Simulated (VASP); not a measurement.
A convergence study with VASP on Bi2Se3 (tetradymite): one setting is varied, all else stays as given below, so the limit is that of these other settings.

```xyz
5
Lattice="9.6212 -2.0700 0.0000 9.6212 2.0700 0.0000 9.1758 0.0000 3.5576" Properties=species:S:1:pos:R:3 pbc="T T T"
Bi    11.3957     0.0000     1.4266
Bi    17.0225     0.0000     2.1310
Se     0.0000     0.0000     0.0000
Se     6.0247     0.0000     0.7542
Se    22.3935     0.0000     2.8034
```

Level of theory: PBE GGA, VASP's PBE PAW potentials (set 64) (plane waves; VASP). The tightest run used: 550 eV cut-off, 8×8×8 Monkhorst-Pack mesh, Gaussian smearing of 0.050 eV, potentials Bi_d Se.

Q: The settings run are 1×1×1 mesh; 2×2×2 mesh; 3×3×3 mesh; 4×4×4 mesh; 5×5×5 mesh; 6×6×6 mesh; 7×7×7 mesh; 8×8×8 mesh. From which on does the stress (every component) stay within 0.5 GPa of the tightest run?

A: From 4×4×4 mesh on: it is off by 0.25 there and by no more than 0.5 in any finer run, while 3×3×3 mesh is off by 0.75.
```csv
setting,E (eV/atom),pressure (GPa),largest force (eV/Å),irreducible k-points,difference judged (GPa)
1×1×1 mesh,-0.2902,31.52,1.436,1,44.49
2×2×2 mesh,-3.8717,4.30,0.134,2,4.02
3×3×3 mesh,-4.0258,2.78,0.221,6,0.75
4×4×4 mesh,-4.0325,2.72,0.323,10,0.25
5×5×5 mesh,-4.0305,2.79,0.329,19,0.08
6×6×6 mesh,-4.0292,2.84,0.311,28,0.03
7×7×7 mesh,-4.0289,2.86,0.293,44,0.00
8×8×8 mesh,-4.0290,2.86,0.285,60,0.00
```

Left out are rungs that failed or repeat a setting and relaxations that didn't move; long series are thinned to 24 rows.

The compound is Bi2Se3 in the tetradymite structure. The cell was not relaxed at this level, forces remain on its atoms.
